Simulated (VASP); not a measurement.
# AlN with r2SCAN: from relaxation to properties

Aim: relax AlN with r2SCAN, compute its properties on that cell and hold them against experiment. The steps: relaxing cell and atoms (r2SCAN), density, ELF and potential (r2SCAN), bands along the symmetry lines (r2SCAN), density of states (r2SCAN), zone-centre phonons (r2SCAN), optical spectrum (r2SCAN), independent-particle dielectric function (r2SCAN), band structure (HSE06) and bands along the symmetry lines (TB-mBJ). Left out of this account: 1 further run (core levels: core levels are not valid at this level). The start is a cell from a database of measured crystal structures.

Calculated with VASP 6.6.1; r2SCAN; plane waves and PAW (Al, N), in the first sound run; inputs show where later runs differ.

**What experiment says.**

For AlN, wurtzite (literature value), “Electronic structure and chemical bonding anisotropy investigation of wurtzite AlN” (2011, arxiv:1112.6088) quotes earlier work: lattice constant a (a lattice parameter, reported experimental value) 3.111 Å [Literature experimental value cited in the paper's theory part].

“Structural, Surface and Optical Studies of m- and c-Face AlN Crystals Grown by Physical Vapor Transport Method” (2023, pmc:10004678) reports for AlN, wurtzite, by micro-Raman, 532 nm excitation (m-face PVT-grown bulk crystal, 300 K): Raman mode (E2(low)) about 247.6 cm⁻¹; Raman mode (A1(TO)) about 610.4 cm⁻¹ [m-face sample; 325 nm excitation gives 609.2 cm-1]; Raman mode (E2(high)) about 656.1 cm⁻¹ [stress-sensitive mode; residual stress in the crystal is evaluated from it].

Report form: the programs' logs are mostly left out.

## 1. Set-up

Before any relaxation, the start is as follows. Symmetry: P6_3mc, No. 186, hexagonal system. Conventional cell: a = 3.110 Å, b = 3.110 Å, c = 4.980 Å, α = 90.00°, β = 90.00°, γ = 120.00°. Nearest to Al lie 4 N at 1.89 to 1.90 Å. Nearest to N lie 4 Al at 1.89 to 1.90 Å. Farther neighbours and most contacts between anions are not listed.

## 2. Relaxing cell and atoms (r2SCAN)

Properties are meant for the cell that this level of theory prefers, so cell and atoms are relaxed first (ISIF = 3) until forces and stress are small; EDIFFG sets the threshold. r2SCAN adds the kinetic-energy density, costs more than a GGA and is run with LASPH.

INCAR

```
SYSTEM = AlN
PREC = Accurate
ENCUT = 520
EDIFF = 1E-06
NELM = 100
ISMEAR = 0
SIGMA = 0.05
LREAL = .FALSE.
ALGO = Normal
METAGGA = R2SCAN
LASPH = .TRUE.
NBANDS = 14
LORBIT = 11
LWAVE = .FALSE.
LCHARG = .FALSE.
KPAR = 4
IBRION = 2
NSW = 60
ISIF = 3
EDIFFG = -0.01
```

POSCAR

```
AlN
1.0
    3.1100000000      0.0000000000      0.0000000000
   -1.5550000000      2.6933390058      0.0000000000
    0.0000000000      0.0000000000      4.9800000000
Al N
2 2
Direct
    0.6666666667      0.3333333333      0.0000000000
    0.3333333333      0.6666666667      0.5000000000
    0.6666666667      0.3333333333      0.3820000000
    0.3333333333      0.6666666667      0.8820000000
```

KPOINTS

```
Automatic mesh
0
Gamma
8 8 5
0 0 0
```

Potentials, in the order of the species: Al and N (PBE family, release 64).

The run is started by

```sh
$ mpirun -np 4 vasp_std
```

Run time: 30 s. Hardware: 4 MPI ranks of Intel Xeon Platinum 8259CL at 2.50GHz (Skylake/Cascade Lake), shared host; peak memory 0.64 GiB; 2 min of CPU time.

The gap is read on the k-mesh alone, so it is an upper bound where the band edges lie off the mesh. The PAW data sets were made with PBE, which is usual practice but a small mismatch for other functionals. The run keeps the 12 symmetry operations of its start, so it cannot find a distortion of lower symmetry.

Relaxation path:

```
step  energy less that of the first step (eV)  largest force (eV/Å)  pressure (GPa)  volume (Å³)
   1                                   0.0000                0.0162           -0.97        41.71
   2                                   0.0002                0.0041            1.07        41.34
   3                                  -0.0005                0.0072           -0.06        41.55
```

```
conventional cell, symmetrised  before  after  change
                         a (Å)   3.110  3.106  -0.1 %
                         b (Å)   3.110  3.106  -0.1 %
                         c (Å)   4.980  4.974  -0.1 %
              volume (Å³/atom)   10.43  10.39  -0.4 %
```

The relaxed structure:

```xyz
4
Lattice="3.1057 0.0000 0.0000 -1.5529 2.6896 0.0000 0.0000 0.0000 4.9739" Properties=species:S:1:pos:R:3 pbc="T T T"
Al    1.5529    0.8965    0.0003
Al    0.0000    1.7931    2.4873
N     1.5529    0.8965    1.8997
N     0.0000    1.7931    4.3866
```

Numbers from this step:

| Quantity | Value |
| --- | --- |
| electrons | 16 |
| bands | 14 |
| irreducible k-points | 30 |
| symmetry operations | 12 |
| free energy (TOTEN) | -38.46 eV |
| Fermi energy | 6.225 eV |
| pressure | -0.06266 GPa |
| metallic | no |
| valence top at k | 0, 0, 0 |
| conduction bottom at k | 0, 0, 0 |
| least direct gap at k | 0, 0, 0 |
| SCF cycles over all ionic steps | 24 |
| gap on the k-mesh | 4.929 eV |
| least direct gap on the k-mesh | 4.929 eV |

It ends with a largest force of 0.007 eV/Å and a pressure of -0.06 GPa. The volume lies -0.4 % from that of the database's start, which holds the thermal and zero-point expansion of its experiment.

## 3. Density, ELF and potential (r2SCAN)

The relaxed cell gets a fresh self-consistent run, on a basis set for its own volume, to fix the density and to check the remaining stress.

Changes to INCAR since step 2:

```diff
@@ -14,7 +14,5 @@
 LWAVE = .FALSE.
-LCHARG = .FALSE.
-KPAR = 4
-IBRION = 2
-NSW = 60
-ISIF = 3
-EDIFFG = -0.01
+LCHARG = .TRUE.
+ISIF = 2
+LELF = .TRUE.
+LVHAR = .TRUE.
```

POSCAR

```
AlN
1.0
    3.1057024824      0.0000000000      0.0000000000
   -1.5528512412      2.6896172464      0.0000000000
    0.0000000000      0.0000000000      4.9738875170
Al N
2 2
Direct
    0.6666666667      0.3333333333      0.0000683508
    0.3333333333      0.6666666667      0.5000683508
    0.6666666667      0.3333333333      0.3819316492
    0.3333333333      0.6666666667      0.8819316492
```

KPOINTS is that of step 2.

The run is started by

```sh
$ mpirun -np 4 vasp_std
```

Run time: 16 s. Hardware: 4 MPI ranks; peak memory 0.48 GiB.

Numbers from this step:

```
SCF cycles   : 15
bands        : 16
Fermi energy : 6.232 eV
pressure     : -0.06356 GPa
```

Valence electrons inside each PAW sphere by angular momentum. Sphere charges, by row:

```
atom  s (e)  p (e)  d (e)  tot (e)
 Al1  0.368  0.451      0    0.818
 Al2  0.368  0.451      0    0.818
  N3   1.23  2.674      0    3.905
  N4   1.23  2.674      0    3.905
```

Valence density in the ac plane at fractional y = 0.333, with atoms of Al and N within 0.2 Å of it. It is the smooth field of the valence electrons, not physical close to the nuclei.

Ten even steps from '0' (0.0 e/Å³) to '9' (3.7 e/Å³):
```
0111110000000000
1111111000000000
1111110000000000
0111110000000000
0011000000000000
0000000000000000
0000000000000000
0000000000000000
0000000000000000
0000000000000000
0000000011111100
0000000112232210
0000001134555321
1000001247998531
1000001358999632
1000001258999631
0000001247897521
0000000124565311
0000000112332210
0000000011111100
0000000000111000
0000000000000000
0000000000000000
0000000000000000
0000000000000000
```
Columns run along a (3.1 Å), rows up along c (5.0 Å). Atoms in or near the plane, at fractional coordinates: Al at (0.67, 0.00), N at (0.67, 0.38).

Electrostatic potential energy in the ac plane at fractional y = 0.333, with atoms of Al and N within 0.2 Å of it. With pseudopotentials it is smooth inside the atoms' cores, unlike the true potential.

Values in eV, 22 rows by 16 columns, each cell a mean:
```
 -3   0   2   2   1  -2  -6 -20 -44 -68 -70 -70 -69 -53 -27  -9
 -1   1   1   1   1  -1  -4 -11 -28 -47 -61 -63 -52 -34 -16  -5
  0   1   2   2   1   1  -1  -5 -12 -22 -30 -31 -25 -15  -7  -2
  2   3   2   2   2   2   1  -1  -4  -7 -10 -11  -8  -5  -2   0
  3   3   3   3   3   3   2   1   0  -2  -3  -3  -2  -1   1   2
  3   3   3   3   3   3   3   2   2   1   1   1   1   2   2   3
  2   1   1   1   1   2   2   3   3   3   3   3   3   3   3   2
  0  -1  -2  -2  -2   0   1   2   3   3   3   3   3   3   3   1
 -2  -4  -5  -5  -4  -3  -1   1   3   3   3   3   3   3   2   0
 -3  -5  -8  -8  -7  -4  -2   0   1   1   0  -1   0   1   1  -1
 -3  -6  -9  -9  -8  -5  -2  -1  -2 -10 -18 -19 -12  -4  -1  -1
 -3  -5  -7  -8  -6  -4  -2  -2 -13 -34 -43 -43 -39 -20  -4  -2
 -2  -3  -5  -5  -4  -2  -2  -5 -28 -47 -41 -38 -48 -37  -9  -1
  0  -1  -2  -2  -1   0   0  -5 -31 -49 -37 -34 -48 -40 -10   0
  2   1   1   1   1   2   1  -1 -18 -42 -48 -48 -47 -27  -4   1
  3   3   2   2   3   3   3   1  -3 -15 -27 -29 -20  -6   0   2
  3   3   3   3   3   3   2   1  -1  -3  -5  -6  -4  -1   1   2
  2   3   3   3   3   2   1  -1  -3  -6  -8  -8  -7  -4  -2   0
  0   2   3   3   2   1  -2  -5 -11 -19 -26 -27 -21 -13  -6  -3
 -2   1   2   3   2  -1  -4 -11 -26 -44 -57 -59 -49 -32 -15  -6
 -3   0   2   2   1  -2  -6 -20 -43 -66 -70 -70 -67 -52 -26  -9
 -3   0   2   2   1  -2  -8 -24 -52 -70 -70 -70 -70 -62 -32 -11
```
Columns run along a (3.1 Å; values clipped at the 3rd and 97th percentile), rows up along c (5.0 Å). Atoms in or near the plane, at fractional coordinates: Al at (0.67, 0.00), N at (0.67, 0.38).

ELF in the ac plane at fractional y = 0.333, with atoms of Al and N within 0.2 Å of it. It is the smooth field of the valence electrons, not physical close to the nuclei.

Values, 22 rows by 16 columns, each cell a mean:
```
0.74 0.75 0.74 0.74 0.74 0.74 0.68 0.50 0.26 0.08 0.01 0.00 0.02 0.14 0.44 0.66
0.74 0.75 0.74 0.74 0.74 0.74 0.69 0.55 0.31 0.11 0.02 0.01 0.03 0.20 0.50 0.68
0.70 0.72 0.72 0.72 0.71 0.70 0.65 0.53 0.33 0.14 0.05 0.03 0.07 0.23 0.48 0.64
0.62 0.66 0.67 0.67 0.66 0.63 0.56 0.45 0.29 0.15 0.08 0.07 0.10 0.22 0.40 0.54
0.51 0.58 0.61 0.61 0.59 0.53 0.44 0.32 0.20 0.12 0.08 0.07 0.09 0.16 0.27 0.40
0.36 0.46 0.52 0.53 0.48 0.40 0.29 0.19 0.12 0.08 0.06 0.06 0.07 0.09 0.15 0.24
0.20 0.29 0.36 0.37 0.32 0.24 0.16 0.11 0.08 0.08 0.08 0.08 0.07 0.08 0.09 0.13
0.13 0.15 0.18 0.19 0.16 0.14 0.13 0.15 0.18 0.22 0.24 0.25 0.23 0.19 0.15 0.13
0.21 0.13 0.10 0.09 0.12 0.18 0.28 0.38 0.46 0.52 0.54 0.54 0.53 0.49 0.41 0.31
0.43 0.23 0.10 0.09 0.17 0.36 0.55 0.66 0.71 0.73 0.73 0.73 0.73 0.72 0.68 0.60
0.64 0.38 0.14 0.11 0.27 0.56 0.74 0.80 0.82 0.80 0.78 0.77 0.80 0.81 0.81 0.76
0.73 0.47 0.18 0.14 0.35 0.67 0.80 0.85 0.84 0.76 0.63 0.60 0.72 0.82 0.85 0.82
0.74 0.49 0.20 0.15 0.37 0.68 0.81 0.85 0.81 0.62 0.32 0.26 0.53 0.78 0.85 0.83
0.70 0.45 0.19 0.14 0.35 0.64 0.78 0.83 0.79 0.57 0.23 0.17 0.46 0.75 0.83 0.80
0.63 0.37 0.15 0.12 0.28 0.56 0.73 0.80 0.80 0.72 0.56 0.53 0.68 0.79 0.81 0.75
0.50 0.26 0.11 0.09 0.19 0.43 0.64 0.76 0.82 0.83 0.83 0.83 0.83 0.83 0.78 0.68
0.35 0.16 0.07 0.06 0.12 0.28 0.50 0.68 0.79 0.85 0.87 0.87 0.86 0.82 0.72 0.57
0.20 0.10 0.06 0.06 0.08 0.16 0.31 0.52 0.69 0.80 0.84 0.85 0.82 0.74 0.58 0.38
0.13 0.11 0.11 0.12 0.11 0.13 0.17 0.27 0.42 0.57 0.67 0.69 0.61 0.47 0.32 0.20
0.20 0.26 0.29 0.29 0.27 0.23 0.17 0.13 0.13 0.18 0.26 0.29 0.21 0.14 0.12 0.15
0.43 0.50 0.52 0.52 0.51 0.45 0.34 0.17 0.06 0.02 0.03 0.03 0.02 0.03 0.11 0.28
0.64 0.67 0.68 0.68 0.67 0.65 0.56 0.35 0.13 0.03 0.00 0.00 0.01 0.05 0.26 0.52
```
Columns run along a (3.1 Å), rows up along c (5.0 Å). Atoms in or near the plane, at fractional coordinates: Al at (0.67, 0.00), N at (0.67, 0.38).

In this run the pressure is -0.06 GPa, small enough to go on.

## 4. Bands along the symmetry lines (r2SCAN)

The mesh alone shows little of the dispersion and can miss band extrema, so KPOINTS_OPT adds a path through the symmetry points after the self-consistent cycle.

INCAR

```
SYSTEM = AlN
PREC = Accurate
ENCUT = 520
EDIFF = 1E-06
NELM = 100
ISMEAR = 0
SIGMA = 0.05
LREAL = .FALSE.
ALGO = Normal
METAGGA = R2SCAN
LASPH = .TRUE.
NBANDS = 22
LORBIT = 11
LWAVE = .FALSE.
LCHARG = .FALSE.
KPAR = 4
```

POSCAR is that of step 3.

KPOINTS is that of step 3.

KPOINTS_OPT

```
Line mode
16
Line-mode
Reciprocal
  0.00000000   0.00000000   0.00000000 GAMMA
  0.50000000   0.00000000   0.00000000 M

  0.50000000   0.00000000   0.00000000 M
  0.33333333   0.33333333   0.00000000 K

  0.33333333   0.33333333   0.00000000 K
  0.00000000   0.00000000   0.00000000 GAMMA

  0.00000000   0.00000000   0.00000000 GAMMA
  0.00000000   0.00000000   0.50000000 A

  0.00000000   0.00000000   0.50000000 A
  0.50000000   0.00000000   0.50000000 L

  0.50000000   0.00000000   0.50000000 L
  0.33333333   0.33333333   0.50000000 H

  0.33333333   0.33333333   0.50000000 H
  0.00000000   0.00000000   0.50000000 A

  0.50000000   0.00000000   0.50000000 L
  0.50000000   0.00000000   0.00000000 M

  0.33333333   0.33333333   0.00000000 K
  0.33333333   0.33333333   0.50000000 H
```

The run is started by

```sh
$ mpirun -np 4 vasp_std
```

Wall time 64 s (4 MPI ranks); peak memory 0.7 GiB.

Numbers from this step:

```yaml
bands: 22
fermi_energy: 6.182 eV
pressure: -0.05562 GPa
least_gap_on_mesh_and_path: 4.929 eV
least_direct_gap_on_mesh_and_path: 4.929 eV
```

The electronic bands at the labelled points (eV, zero at the valence-band top; v1 is the highest filled band, c1 the lowest empty one):

```
          point     v4     v3     v2     v1    c1    c2     c3     c4
              Γ  -0.90  -0.23  -0.23   0.00  4.93  7.54  11.63  12.04
0.47 of the way  -2.30  -1.55  -0.41  -0.38  6.84  8.56   9.05  10.89
              M  -3.40  -2.15  -1.78  -0.72  6.45  6.56   9.06  11.27
0.53 of the way  -3.14  -3.09  -1.90  -1.65  6.11  8.04   9.82  10.99
              K  -3.81  -2.53  -2.42  -2.42  5.69  9.16  10.58  10.58
0.53 of the way  -3.21  -1.59  -0.83  -0.51  7.41  8.49   9.44   9.91
              Γ  -0.90  -0.23  -0.23   0.00  4.93  7.54  11.63  12.04
0.47 of the way  -0.81  -0.81  -0.32  -0.32  5.80  7.64  11.31  12.00
              A  -0.57  -0.57  -0.57  -0.57  7.27  7.27  11.33  11.33
0.47 of the way  -1.61  -1.61  -1.03  -1.03  7.40  7.40  10.39  10.39
              L  -1.51  -1.51  -1.40  -1.40  6.00  6.00  10.15  10.15
0.53 of the way  -2.91  -2.91  -0.94  -0.94  6.96  6.96   9.99   9.99
              H  -3.93  -3.93  -0.81  -0.81  8.15  8.15   8.65   8.65
0.53 of the way  -1.78  -1.78  -1.22  -1.22  7.53  7.53  10.36  10.36
              A  -0.57  -0.57  -0.57  -0.57  7.27  7.27  11.33  11.33
      jump to L  -1.51  -1.51  -1.40  -1.40  6.00  6.00  10.15  10.15
0.47 of the way  -2.52  -1.95  -1.19  -1.00  5.70  6.63  10.17  10.46
              M  -3.40  -2.15  -1.78  -0.72  6.45  6.56   9.06  11.27
      jump to K  -3.81  -2.53  -2.42  -2.42  5.69  9.16  10.58  10.58
0.53 of the way  -4.53  -3.07  -1.42  -1.42  6.65  8.98   9.41   9.41
              H  -3.93  -3.93  -0.81  -0.81  8.15  8.15   8.65   8.65
```

The largest weight of each band there:

```
point      v4      v3      v2      v1       c1       c2       c3       c4
    Γ  N 0.89  N 0.97  N 0.97  N 0.97   N 0.73  Al 0.67   N 0.92  Al 0.98
    M  N 0.73  N 0.80  N 0.82  N 0.90   N 0.67  Al 0.78   N 0.51   N 0.91
    K  N 0.67  N 0.84  N 0.78  N 0.78  Al 0.93   N 0.99   N 0.84   N 0.84
    Γ  N 0.89  N 0.97  N 0.97  N 0.97   N 0.73  Al 0.67   N 0.92  Al 0.98
    A  N 0.93  N 0.93  N 0.93  N 0.93   N 0.69   N 0.69  Al 0.60  Al 0.60
    L  N 0.84  N 0.84  N 0.87  N 0.87  Al 0.57  Al 0.57  Al 0.87  Al 0.87
```

The path finds the gap of the mesh within 0.02 eV, so the mesh comes close to both band edges.

## 5. Density of states (r2SCAN)

A density of states needs more k-points than a total energy; ISMEAR = -5 takes tetrahedra, and LORBIT projects the states on the PAW spheres. The mesh is finer than in the run before.

Changes to INCAR since step 4:

```diff
@@ -5,3 +5,3 @@
 NELM = 100
-ISMEAR = 0
+ISMEAR = -5
 SIGMA = 0.05
@@ -16 +16,2 @@
 KPAR = 4
+NEDOS = 2001
```

POSCAR is that of step 4.

KPOINTS

```
Automatic mesh
0
Gamma
12 12 7
0 0 0
```

The run is started by

```sh
$ mpirun -np 4 vasp_std
```

It took 45 s on 4 MPI ranks; peak memory 0.76 GiB; 2.9 min of CPU time.

Numbers from this step:

```
irreducible k-points           : 76
Fermi energy                   : 5.955 eV
pressure                       : -0.05637 GPa
gap on the k-mesh              : 4.930 eV
least direct gap on the k-mesh : 4.930 eV
```

The density of states has structure finer than the step of the table below, so its rows give means over 1 eV, whole bins alone (the curve runs from -12.0 to 12.6 eV). Peaks (eV: height): total -4.9: 3.39, -1.4: 3.93, -0.9: 5.52, 10.8: 3.13; N p -4.9: 1.11, -0.9: 3.06, 10.8: 0.561; Al p -1.4: 0.299, -1.0: 0.375, 10.1: 0.237, 10.6: 0.262; Al s -4.9: 0.376, 10.1: 0.279, 10.8: 0.264, 12.2: 0.409; N s -4.0: 0.065, 6.9: 0.188, 8.0: 0.098, 9.6: 0.129.

States under -12.0 eV and over 12.6 eV are left out. The density of states by energy, zero at the valence-band top; means over each step; values in states/eV/cell:

```
energy (eV)   total     N p    Al p     Al s      N s
         -7       0       0       0        0        0
         -6   0.253  0.0776  0.0124   0.0311  0.00179
         -5    2.22   0.723   0.105    0.256   0.0399
         -4    1.32   0.471  0.0662    0.123   0.0415
         -3    1.72   0.708   0.125   0.0872   0.0264
         -2    2.45    1.17   0.199   0.0548   0.0157
         -1    3.65    1.98   0.242   0.0266  0.00760
          0   0.407   0.240  0.0144   3.5e-4   1.8e-4
          1       0       0       0        0        0
          2       0       0       0        0        0
          3       0       0       0        0        0
          4       0       0       0        0        0
          5  0.0119  7.8e-4  9.3e-5  0.00127  0.00358
          6   0.757  0.0572  0.0614   0.0264   0.0535
          7    1.91   0.226   0.165   0.0669    0.140
          8    1.08   0.167  0.0832   0.0456   0.0635
          9   0.815   0.117  0.0462   0.0735   0.0531
         10    1.85   0.251   0.155    0.162   0.0714
         11    1.56   0.276   0.130    0.133   0.0275
         12    1.81   0.236   0.212    0.240   0.0379
```

The gap on this mesh is 4.93 eV. In the top eV of the valence band the largest shares in the PAW spheres are N p 56 % and Al p 6 %. The rest lies in smaller channels or between the spheres.

## 6. Zone-centre phonons (r2SCAN)

Zone-centre modes test whether the atoms sit at a minimum within this cell. IBRION = 6 takes the force constants from differences of forces between displaced cells, so the forces must be tight.

INCAR

```
SYSTEM = AlN
PREC = Accurate
ENCUT = 520
EDIFF = 1E-08
NELM = 100
ISMEAR = 0
SIGMA = 0.05
LREAL = .FALSE.
ALGO = Normal
METAGGA = R2SCAN
LASPH = .TRUE.
NBANDS = 14
LORBIT = 11
LWAVE = .FALSE.
LCHARG = .FALSE.
KPAR = 4
IBRION = 6
NFREE = 2
POTIM = 0.015
ISIF = 2
NSW = 1
```

POSCAR is that of step 5.

KPOINTS

```
Automatic mesh
0
Gamma
8 8 5
0 0 0
```

The run is started by

```sh
$ mpirun -np 4 vasp_std
```

Elapsed: 4.3 min, on 4 MPI ranks; peak memory 1.1 GiB.

The last energy, forces, stress and levels in OUTCAR belong to the last displaced cell, not to the cell of POSCAR.

This step gave:

| Property | Result |
| --- | --- |
| bands | 14 |
| irreducible k-points | 30 |
| pressure of the cell | -0.06117 GPa |
| largest force of the cell | 0.007256 eV/Å |

Transverse limit, no LO-TO splitting. Modes at Γ, with each element's share of the kinetic energy:

```
mode  frequency (cm⁻¹)  symmetry  Al %  N %
   1              -1.8  acoustic    66   34
   2               0.0  acoustic    66   34
   3               0.0  acoustic    66   34
   4             250.4        E2    71   29
   5             250.4        E2    71   29
   6             556.2         B   100    0
   7             624.5        A1    34   66
   8             669.9        E2    29   71
   9             669.9        E2    29   71
  10             682.6        E1    34   66
  11             682.6        E1    34   66
  12             742.2         B     0  100
```

Displacements in mode 4 (250.4 cm⁻¹), the largest set to 1:
```
Al1 -1.00  0.00  0.00
Al2  1.00  0.00  0.00
N3   0.88  0.00  0.00
N4  -0.88  0.00  0.00
```

Displacements in mode 8 (669.9 cm⁻¹), the largest set to 1:
```
Al1  0.46  0.00  0.00
Al2 -0.46  0.00  0.00
N3   1.00  0.00  0.00
N4  -1.00  0.00  0.00
```

The three acoustic modes lie within 1.8 cm⁻¹ of zero, and all others are real. By the characters of their eigenvectors the optical modes sort into (cm⁻¹) Raman active: E2 250, A1 624, E2 670, E1 683; infrared active: A1 624, E1 683; silent: B 556, B 742. B labels carry no number here, since it depends on the setting of the axes.

(Continued in part 2 of 2.)

[Lines on the potential files, build, host, timing and source positions are cut from VASP's logs without a mark.]

[Logs are printed without paths, hosts, clocks, repeated set-up lines and the standing remarks that a program may print on its own settings, such as how far it seeks lower states.]

[Hosts, paths, dates, database ids (printed as entryN), source tags and the programs' standing remarks are cut or masked in the printed files.]

[Measured values are set beside computed ones only where the two were judged alike; some that the calculation misses by far are left out.]

[In band tables of VASP the shares of atoms and orbitals are scaled to a sum of 1 inside the atoms' spheres.]
